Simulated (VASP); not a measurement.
Here is a VASP 6.6.1 calculation.

INCAR

```
PREC = Accurate
ENCUT = 520
EDIFF = 1E-8
ISMEAR = 0
SIGMA = 0.02
LREAL = False
LASPH = True
NELM = 60
ALGO = Fast
ISIF = 2
LWAVE = False
LCHARG = False
GGA = PE
IVDW = 12
NBANDS = 16
IBRION = 6
NFREE = 2
POTIM = 0.015
NSW = 1
KPAR = 4
```

The input KPOINTS:

```
Automatic mesh
0
Gamma
  12 12 6
```

File POSCAR:

```
AlN                                     
1.0
    3.1079788316      0.0000000000     -0.0000000000
   -1.5539894158      2.6915886206      0.0000000000
   -0.0000000000     -0.0000000000      4.9771936413
  Al              N             
     2     2
Direct
     0.3333333300000021    0.6666666699999979    0.9990653339944821
     0.6666666699999979    0.3333333300000021    0.4990653339944821
     0.3333333300000021    0.6666666699999979    0.3809346660055205
     0.6666666699999979    0.3333333300000021    0.8809346660055205
```

Potentials or basis: VASP PAW PBE potentials, release 64 (Al, N).

Launch:

```bash
$ cat potpaw_PBE.64/Al/POTCAR potpaw_PBE.64/N/POTCAR > POTCAR
$ mpirun -np 4 vasp_std > vasp.out
```

Question: What does it give for the dispersion energy per atom?

Answer: -0.269 eV.

Question: What does it give for the highest phonon frequency at Γ, LO-TO splitting left out?

Answer: 724 cm⁻¹.

Phonon frequencies in cm⁻¹ (negative: imaginary):
| q point | frequencies |
| --- | --- |
| (0.000, 0.000, 0.000) | 0 0 0 237 237 547 614 661 661 671 671 724 |
